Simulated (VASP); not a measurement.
# Lattice of AlCo, functional by functional

Aim: relax AlCo at several levels of theory and compare the cells. The starting structure is a computed structure from the Materials Project. The first relaxation on each setting starts from this cell expanded by 3 % in volume.

Main program and level: VASP 6.6.1; Kohn-Sham DFT with plane waves and PAW; PBEsol, LDA, PBE, PBEsol + D3(BJ), r2SCAN, r2SCAN + rVV10, vdW-DF-cx and RPBE.

## (1) Set-up

It takes space group Pm-3m (No. 221, cubic). The conventional cell has a = 2.819 Å, b = 2.819 Å, c = 2.819 Å, α = 90.00°, β = 90.00°, γ = 90.00°. Nearest to Co lie 8 Al at 2.44 Å. Al has 8 Co at 2.44 Å nearest. Farther neighbours are not listed.

## (2) Relaxation with PBEsol

PBEsol restores the gradient expansion of exchange and is tuned for the cells of solids.

File INCAR:

```
SYSTEM = AlCo
PREC = Accurate
ENCUT = 450
EDIFF = 1E-06
NELM = 100
ISMEAR = 1
SIGMA = 0.15
LREAL = .FALSE.
ALGO = Normal
GGA = PS
NBANDS = 13
ISPIN = 2
MAGMOM = 2 0
LMAXMIX = 4
LORBIT = 11
LWAVE = .FALSE.
LCHARG = .FALSE.
KPAR = 4
IBRION = 2
NSW = 50
ISIF = 3
EDIFFG = -0.006
```

File POSCAR:

```
AlCo
1.0
    2.8473199088      0.0000000000      0.0000000000
    0.0000000000      2.8473199088      0.0000000000
    0.0000000000      0.0000000000      2.8473199088
Co Al
1 1
Direct
    0.5000000000      0.5000000000      0.5000000000
    0.0000000000      0.0000000000      0.0000000000
```

File KPOINTS:

```
Automatic mesh
0
Gamma
16 16 16
0 0 0
```

PAW data sets: Co and Al (PBE family, release 64).

Run with:

```console
> mpirun -np 4 vasp_std
```

What it wrote:

```text
[banner, memory and clock lines left out]
running    4 mpi-ranks, on    1 nodes
 distrk:  each k-point on    1 cores,    4 groups
 distr:  one band on    1 cores,    1 groups

 POSCAR found type information on POSCAR CoAl
 POSCAR found :  2 types and       2 ions
|                                                                             |
|               ----> ADVICE to this user running VASP <----                  |
|                                                                             |
|     You enforced a specific xc type in the INCAR file but a different       |
|     [... a line on the potential file left out ...]
|     I HOPE YOU KNOW WHAT YOU ARE DOING!                                     |
|                                                                             |

 LDA part: xc-table for (Slater+PW92), standard interpolation
 POSCAR, INCAR and KPOINTS ok, starting setup
 FFT: planning ... GRIDC
 FFT: planning ... GRID_SOFT
 FFT: planning ... GRID
 WAVECAR not read
 entering main loop
       N       E                     dE             d eps       ncg     rms          rms(c)
DAV:   1     0.320229587274E+02    0.32023E+02   -0.47316E+03  8761   0.865E+02
DAV:   2    -0.131077504425E+02   -0.45131E+02   -0.41239E+02  9045   0.162E+02
DAV:   3    -0.145160343032E+02   -0.14083E+01   -0.13938E+01 10416   0.332E+01
DAV:   4    -0.145370897380E+02   -0.21055E-01   -0.21048E-01 10067   0.372E+00
DAV:   5    -0.145378015482E+02   -0.71181E-03   -0.71179E-03 10634   0.729E-01    0.141E+01
DAV:   6    -0.175517411520E+02   -0.30139E+01   -0.57307E+01  9850   0.101E+02    0.180E+01
DAV:   7    -0.130886242510E+02    0.44631E+01   -0.29445E+01 10035   0.644E+01    0.246E+00
DAV:   8    -0.130813974859E+02    0.72268E-02   -0.22614E-01 10286   0.365E+00    0.140E+00
DAV:   9    -0.130675433691E+02    0.13854E-01   -0.60033E-02 10498   0.213E+00    0.661E-01
DAV:  10    -0.130672030884E+02    0.34028E-03   -0.11882E-03 10063   0.352E-01    0.203E-01
DAV:  11    -0.130671293843E+02    0.73704E-04   -0.18163E-04 11517   0.140E-01    0.108E-01
DAV:  12    -0.130671226360E+02    0.67483E-05   -0.61882E-05 11054   0.773E-02    0.365E-02
DAV:  13    -0.130671244825E+02   -0.18465E-05   -0.88598E-06  9974   0.239E-02    0.856E-03
DAV:  14    -0.130671240942E+02    0.38832E-06   -0.74973E-07  5315   0.973E-03
   1 F= -.13067124E+02 E0= -.13067573E+02  d E =-.130671E+02  mag=     0.0004
 curvature:   0.00 expect dE= 0.000E+00 dE for cont linesearch  0.000E+00
 trial: gam= 0.00000 g(F)=  0.000E+00 g(S)=  0.338E-01 ort = 0.000E+00 (trialstep = 0.100E+01)
 search vector abs. value=  0.338E-01
 bond charge predicted
       N       E                     dE             d eps       ncg     rms          rms(c)
DAV:   1    -0.135468338379E+02   -0.47971E+00   -0.55865E+00  9565   0.346E+01    0.627E+00
DAV:   2    -0.141976765568E+02   -0.65084E+00   -0.15497E+01  9915   0.505E+01    0.830E+00
DAV:   3    -0.130811613314E+02    0.11165E+01   -0.74240E+00  9895   0.333E+01    0.104E+00
DAV:   4    -0.130723961837E+02    0.87651E-02   -0.35788E-02  9747   0.143E+00    0.560E-01
DAV:   5    -0.130684390991E+02    0.39571E-02   -0.10139E-02 13097   0.943E-01    0.108E-01
DAV:   6    -0.130684275155E+02    0.11584E-04   -0.23066E-04 10285   0.188E-01    0.414E-02
DAV:   7    -0.130684265888E+02    0.92670E-06   -0.55318E-06 11064   0.181E-02
   2 F= -.13068427E+02 E0= -.13068864E+02  d E =-.130249E-02  mag=     0.0000
 trial-energy change:   -0.001302  1 .order    0.000703   -0.033789    0.035194
 step:   0.5332(harm=  0.4898)  dis= 0.00000  next Energy=   -13.076437 (dE=-0.931E-02)
 bond charge predicted
       N       E                     dE             d eps       ncg     rms          rms(c)
DAV:   1    -0.131820107844E+02   -0.11358E+00   -0.12531E+00  9445   0.167E+01    0.288E+00
DAV:   2    -0.133369689394E+02   -0.15496E+00   -0.36736E+00 10100   0.238E+01    0.400E+00
DAV:   3    -0.130791503365E+02    0.25782E+00   -0.14654E+00  9880   0.157E+01    0.472E-01
DAV:   4    -0.130765966889E+02    0.25536E-02   -0.58420E-03  9300   0.659E-01    0.172E-01
DAV:   5    -0.130762495511E+02    0.34714E-03   -0.10304E-03 13327   0.295E-01    0.302E-02
DAV:   6    -0.130762555328E+02   -0.59817E-05   -0.23731E-05  9686   0.545E-02    0.645E-03
DAV:   7    -0.130762547174E+02    0.81540E-06   -0.10156E-06  5925   0.145E-02
   3 F= -.13076255E+02 E0= -.13076707E+02  d E =-.913062E-02  mag=     0.0000
 curvature:  -0.24 expect dE=-0.250E-07 dE for cont linesearch -0.250E-07
 trial: gam= 0.00000 g(F)=  0.278E-65 g(S)=  0.103E-06 ort =-0.589E-04 (trialstep = 0.907E+00)
 search vector abs. value=  0.103E-06
 reached required accuracy - stopping structural energy minimisation
```

Elapsed: 14 s, on 4 MPI ranks of Intel Xeon 6975P-C (Granite Rapids), shared host; peak memory 0.71 GiB; 52 s of CPU time.

The logs omit lines about the potential files and the build; timing stands in the text.

Parts of OUTCAR (step 2):

```text
ion  position               nearest neighbor table
   1  0.500  0.500  0.500-   2 2.47   2 2.47   2 2.47   2 2.47   2 2.47   2 2.47   2 2.47   2 2.47

  LATTYP: Found a simple cubic cell.
 ALAT       =     2.8473199088

 Subroutine GETGRP returns: Found 48 space group operations
 (whereof 48 operations were pure point group operations)

The static configuration has the point symmetry O_h .

 Found    165 irreducible k-points:

   k-points           NKPTS =    165   k-points in BZ     NKDIM =    165   number of bands    NBANDS=     13

   dimension x,y,z NGX =    20 NGY =   20 NGZ =   20
   dimension x,y,z NGXF=    40 NGYF=   40 NGZF=   40

   ENCUT  =  450.0 eV  33.07 Ry    5.75 a.u.   4.92  4.92  4.92*2*pi/ulx,y,z

   NELECT =      12.0000    total number of electrons

 k-points in reciprocal lattice and weights: Automatic mesh
   0.00000000  0.00000000  0.00000000       0.000
   0.06250000  0.00000000  0.00000000       0.001
   0.12500000  0.00000000  0.00000000       0.001
   0.18750000  0.00000000  0.00000000       0.001
   0.25000000  0.00000000  0.00000000       0.001
   0.31250000  0.00000000  0.00000000       0.001
   0.37500000  0.00000000  0.00000000       0.001
   0.43750000  0.00000000  0.00000000       0.001
   0.50000000  0.00000000  0.00000000       0.001
[...]
0.50000000  0.50000000  0.43750000       0.001
   0.50000000  0.50000000  0.50000000       0.000

 average (electrostatic) potential at core
       1 -77.2632       2 -68.5067

 E-fermi :  10.8517

 spin component 1
 k-point     1 :       0.0000    0.0000    0.0000
  band No.  band energies     occupation
    ...
      2       7.7180      1.00000
      3       7.7180      1.00000
      4      10.0008      1.00000
      5      10.0008      1.00000
      6      10.0008      1.00000
      7      16.9539      0.00000
      8      16.9539      0.00000
      9      16.9539      0.00000
     10      19.7133      0.00000
     11      19.7133      0.00000
    ...

 k-point     2 :       0.0625    0.0000    0.0000
  band No.  band energies     occupation
    ...
      2       7.7123      1.00000
      3       7.7395      1.00000
      4       9.9586      1.00000
      5       9.9586      1.00000
      6      10.0053      1.00000
      7      16.1937      0.00000
      8      17.0601      0.00000
      9      17.0601      0.00000
     10      19.7013      0.00000
     11      20.4225      0.00000
    ...

 k-point     3 :       0.1250    0.0000    0.0000
  band No.  band energies     occupation
    ...
      2       7.6792      1.00000
      3       7.8013      1.00000
      4       9.8428      1.00000
      5       9.8428      1.00000
      6      10.0180      1.00000
      7      14.8448      0.00000
      8      17.3685      0.00000
      9      17.3685      0.00000
     10      19.6658      0.00000
     11      21.6004      0.00000
    ...

 k-point     4 :       0.1875    0.0000    0.0000
  band No.  band energies     occupation
    ...
      2       7.5669      1.00000
      3       7.8959      1.00000
      4       9.6799      1.00000
      5       9.6799      1.00000
      6      10.0370      1.00000
      7      13.5203     -0.00000
      8      17.8538      0.00000
      9      17.8538      0.00000
     10      19.6085      0.00000
     11      22.6471      0.00000
    ...

 k-point     5 :       0.2500    0.0000    0.0000
  band No.  band energies     occupation
    ...
      2       7.2864      1.00000
      3       8.0110      1.00000
      4       9.5012      1.00000
      5       9.5012      1.00000
      6      10.0596      1.00000
      7      12.4212     -0.00000
      8      18.4864      0.00000
      9      18.4864      0.00000
     10      19.5340      0.00000
     11      23.5048      0.00000
    ...

 k-point     6 :       0.3125    0.0000    0.0000
  band No.  band energies     occupation
    ...
      2       6.7481      1.00000
      3       8.1302      1.00000
      4       9.3346      1.00000
      5       9.3346      1.00000
      6      10.0823      1.00000
      7      11.6614     -0.00000
      8      19.2391      0.00000
      9      19.2391      0.00000
     10      19.4508      0.00000
     11      24.2587      0.00000
    ...

  Total        0.0011913      0.0011913      0.0011913      0.0000000     -0.0000000      0.0000000
  in kB        0.0849059      0.0849059      0.0849059      0.0000000     -0.0000000      0.0000000
  external PRESSURE =       0.0849059 kB  Pullay stress =       0.0000000 kB

  energy-cutoff  :      450.00
  volume of cell :       22.48
      direct lattice vectors                 reciprocal lattice vectors
     2.822295004  0.000000000  0.000000000     0.354321571 -0.000000000  0.000000000
     0.000000000  2.822295004  0.000000000    -0.000000000  0.354321571  0.000000000
    -0.000000000 -0.000000000  2.822295004    -0.000000000 -0.000000000  0.354321571

 POSITION                                       TOTAL-FORCE (eV/Angst)
 -----------------------------------------------------------------------------------
      1.41115      1.41115      1.41115         0.000000      0.000000      0.000000
      0.00000      0.00000      0.00000        -0.000000     -0.000000      0.000000
 -----------------------------------------------------------------------------------
    total drift:                               -0.000000      0.000000     -0.000000

  FREE ENERGIE OF THE ION-ELECTRON SYSTEM (eV)
  ---------------------------------------------------
  free  energy   TOTEN  =       -13.0762547174 eV

  energy  without entropy=      -13.0776126205  energy(sigma->0) =      -13.07670735

 reached required accuracy - stopping structural energy minimisation

 total charge
# of ion       s       p       d       tot
------------------------------------------
    1        0.447   0.533   7.533   8.513
    2        0.397   0.441   0.000   0.838
--------------------------------------------------
tot          0.844   0.974   7.533   9.351

 magnetization (x)
# of ion       s       p       d       tot
------------------------------------------
    1        0.000   0.000   0.000   0.000
    2       -0.000  -0.000   0.000  -0.000
--------------------------------------------------
tot          0.000  -0.000   0.000   0.000

[... 3 further parts left out ...]
```

CONTCAR:

```
AlCo
   1.00000000000000
     2.8222950036105714    0.0000000000000000    0.0000000000000000
     0.0000000000000000    2.8222950036105714    0.0000000000000000
    -0.0000000000000000   -0.0000000000000000    2.8222950036105714
  Co              Al
     1     1
Direct
     0.5000000000000000    0.5000000000000000    0.5000000000000000
     0.0000000000000000    0.0000000000000000    0.0000000000000000
```

The moments of the start collapse, so the state is non-magnetic; other starts or orders were not tried. The PAW data sets were made with PBE, which is usual practice but a small mismatch for other functionals. The run keeps the 48 symmetry operations of its start, so it cannot find a distortion of lower symmetry.

With PBEsol the relaxed cell holds 11.240 Å³ an atom, +0.31 % against the starting cell, with a = 2.822 Å.

## (3) Relaxation with LDA

LDA, the lowest rung, knows the local density alone. This run starts from the cell of an earlier relaxation, which isn't shown; the restart sets up the plane waves anew.

Edit INCAR of step 2 so:

```diff
@@ -9,3 +9,3 @@
 ALGO = Normal
-GGA = PS
+GGA = CA
 NBANDS = 13
```

File POSCAR:

```
AlCo
1.0
    2.7949631965      0.0000000000      0.0000000000
    0.0000000000      2.7949631965      0.0000000000
    0.0000000000      0.0000000000      2.7949631965
Co Al
1 1
Direct
    0.5000000000      0.5000000000      0.5000000000
    0.0000000000      0.0000000000      0.0000000000
```

KPOINTS is that of step 2.

Potentials, in the order of the species: Co and Al (LDA family, release 64).

Run with:

```console
> mpirun -np 4 vasp_std
```

What it wrote:

```text
[banner, memory and clock lines left out]
running    4 mpi-ranks, on    1 nodes
[...]
LDA part: xc-table for (Slater(with rela. corr.)+CA(PZ))
 , standard interpolation
 POSCAR, INCAR and KPOINTS ok, starting setup
[...]
entering main loop
       N       E                     dE             d eps       ncg     rms          rms(c)
DAV:   1     0.321377567247E+02    0.32138E+02   -0.48712E+03  8860   0.891E+02
DAV:   2    -0.134917822417E+02   -0.45630E+02   -0.41558E+02  8885   0.164E+02
DAV:   3    -0.148935697324E+02   -0.14018E+01   -0.13828E+01 10426   0.335E+01
DAV:   4    -0.149134258469E+02   -0.19856E-01   -0.19849E-01 10010   0.363E+00
[...]
DAV:  12    -0.137087569116E+02    0.22659E-05   -0.68477E-05 11449   0.768E-02    0.423E-02
DAV:  13    -0.137087479901E+02    0.89215E-05   -0.68009E-06  9258   0.267E-02    0.151E-02
DAV:  14    -0.137087476983E+02    0.29173E-06   -0.79756E-07  5305   0.992E-03
   1 F= -.13708748E+02 E0= -.13709163E+02  d E =-.137087E+02  mag=    -0.0000
[...]
reached required accuracy - stopping structural energy minimisation
```

Elapsed: 6.4 s, on 4 MPI ranks; peak memory 0.63 GiB; 24 s of CPU time.

OUTCAR, selected parts (step 3):

```text
  Total       -0.0013001     -0.0013001     -0.0013001      0.0000000      0.0000000     -0.0000000
  in kB       -0.0954039     -0.0954039     -0.0954039      0.0000000      0.0000000     -0.0000000
  external PRESSURE =      -0.0954039 kB  Pullay stress =       0.0000000 kB

 POSITION                                       TOTAL-FORCE (eV/Angst)
 -----------------------------------------------------------------------------------
      1.39748      1.39748      1.39748         0.000000      0.000000      0.000000
      0.00000      0.00000      0.00000         0.000000      0.000000      0.000000
 -----------------------------------------------------------------------------------
    total drift:                               -0.000000      0.000000     -0.000000

  FREE ENERGIE OF THE ION-ELECTRON SYSTEM (eV)
  ---------------------------------------------------
  free  energy   TOTEN  =       -13.7087476983 eV

  energy  without entropy=      -13.7099931167  energy(sigma->0) =      -13.70916284

 magnetization (x)
# of ion       s       p       d       tot
------------------------------------------
    1       -0.000  -0.000   0.000   0.000
    2       -0.000  -0.000   0.000  -0.000
--------------------------------------------------
tot         -0.000  -0.000   0.000   0.000

[... 2 parts as in an earlier step ...]

[... 2 further parts left out ...]
[key lines of the parts left out:]
E-fermi :  11.1177
```

With LDA the relaxed cell holds 10.917 Å³ an atom, -2.58 % against the starting cell, with a = 2.795 Å. That is -2.88 % from PBEsol.

## (4) Relaxation with PBE

PBE, the usual starting point, adds the gradient of the density.

Edit INCAR of step 3 so:

```diff
@@ -9,3 +9,3 @@
 ALGO = Normal
-GGA = CA
+GGA = PE
 NBANDS = 13
```

File POSCAR:

```
AlCo
1.0
    2.8473199088      0.0000000000      0.0000000000
    0.0000000000      2.8473199088      0.0000000000
    0.0000000000      0.0000000000      2.8473199088
Co Al
1 1
Direct
    0.5000000000      0.5000000000      0.5000000000
    0.0000000000      0.0000000000      0.0000000000
```

KPOINTS is that of step 3.

PAW data sets: Co and Al (PBE family, release 64).

Run with:

```console
> mpirun -np 4 vasp_std
```

What it wrote:

```text
[banner, memory and clock lines left out]
running    4 mpi-ranks, on    1 nodes
[...]
LDA part: xc-table for (Slater+PW92), standard interpolation
 POSCAR, INCAR and KPOINTS ok, starting setup
[...]
entering main loop
       N       E                     dE             d eps       ncg     rms          rms(c)
DAV:   1     0.332231616822E+02    0.33223E+02   -0.47340E+03  8753   0.866E+02
DAV:   2    -0.118073844042E+02   -0.45031E+02   -0.41191E+02  9045   0.162E+02
DAV:   3    -0.132104919380E+02   -0.14031E+01   -0.13889E+01 10416   0.332E+01
DAV:   4    -0.132316542718E+02   -0.21162E-01   -0.21155E-01 10080   0.373E+00
[...]
DAV:  12    -0.119769276882E+02    0.58426E-05   -0.38327E-05 10697   0.633E-02    0.334E-02
DAV:  13    -0.119769294173E+02   -0.17291E-05   -0.89260E-06  9271   0.273E-02    0.709E-03
DAV:  14    -0.119769290295E+02    0.38783E-06   -0.87798E-07  5345   0.114E-02
   1 F= -.11976929E+02 E0= -.11977388E+02  d E =-.119769E+02  mag=     0.0003
[...]
DAV:   5    -0.119769378328E+02    0.87161E-05   -0.54434E-05 13268   0.647E-02    0.839E-03
DAV:   6    -0.119769394550E+02   -0.16222E-05   -0.13141E-06  7236   0.141E-02    0.134E-03
DAV:   7    -0.119769394101E+02    0.44837E-07   -0.17115E-07  4700   0.490E-03
   2 F= -.11976939E+02 E0= -.11977395E+02  d E =-.103806E-04  mag=     0.0000
 trial-energy change:   -0.000010  1 .order   -0.000025   -0.000852    0.000803
 step:   0.5020(harm=  0.5149)  dis= 0.00000  next Energy=   -11.977141 (dE=-0.212E-03)
[...]
N       E                     dE             d eps       ncg     rms          rms(c)
DAV:   1    -0.119801967917E+02   -0.32573E-02   -0.35609E-02  9475   0.275E+00    0.499E-01
DAV:   2    -0.119856626855E+02   -0.54659E-02   -0.11366E-01 10015   0.414E+00    0.730E-01
DAV:   3    -0.119772066342E+02    0.84561E-02   -0.51022E-02  9925   0.279E+00    0.756E-02
DAV:   4    -0.119771369824E+02    0.69652E-04   -0.22778E-04  9435   0.119E-01    0.156E-02
DAV:   5    -0.119771350682E+02    0.19142E-05   -0.13910E-05 12895   0.339E-02    0.394E-03
DAV:   6    -0.119771347469E+02    0.32129E-06   -0.33570E-07  5055   0.739E-03
   3 F= -.11977135E+02 E0= -.11977592E+02  d E =-.205717E-03  mag=     0.0000
[...]
reached required accuracy - stopping structural energy minimisation
```

The job ended after 13 s (4 MPI ranks; peak memory 0.69 GiB; 49 s of CPU time).

From OUTCAR (step 4):

```text
  Total       -0.0010629     -0.0010629     -0.0010629      0.0000000      0.0000000      0.0000000
  in kB       -0.0734857     -0.0734857     -0.0734857      0.0000000      0.0000000      0.0000000
  external PRESSURE =      -0.0734857 kB  Pullay stress =       0.0000000 kB

 POSITION                                       TOTAL-FORCE (eV/Angst)
 -----------------------------------------------------------------------------------
      1.42553      1.42553      1.42553        -0.000000      0.000000      0.000000
      0.00000      0.00000      0.00000         0.000000     -0.000000      0.000000
 -----------------------------------------------------------------------------------
    total drift:                               -0.000000      0.000000     -0.000000

  FREE ENERGIE OF THE ION-ELECTRON SYSTEM (eV)
  ---------------------------------------------------
  free  energy   TOTEN  =       -11.9771347469 eV

  energy  without entropy=      -11.9785063996  energy(sigma->0) =      -11.97759196

 magnetization (x)
# of ion       s       p       d       tot
------------------------------------------
    1        0.000   0.000   0.000   0.000
    2       -0.000  -0.000   0.000  -0.000
--------------------------------------------------
tot         -0.000   0.000   0.000   0.000

[... 2 parts as in an earlier step ...]

[... 2 further parts left out ...]
[key lines of the parts left out:]
E-fermi :  10.5686
```

With PBE the relaxed cell holds 11.587 Å³ an atom, +3.41 % against the starting cell, with a = 2.851 Å. That is +3.09 % from PBEsol.

(Continued in part 2 of 3.)

[Lines on the potential files, build, host, timing and source positions are cut from VASP's logs without a mark.]

[Logs are printed without paths, hosts, clocks, repeated set-up lines and the standing remarks that a program may print on its own settings, such as how far it seeks lower states.]

[Hosts, paths, dates, database ids (printed as entryN), source tags and the programs' standing remarks are cut or masked in the printed files.]
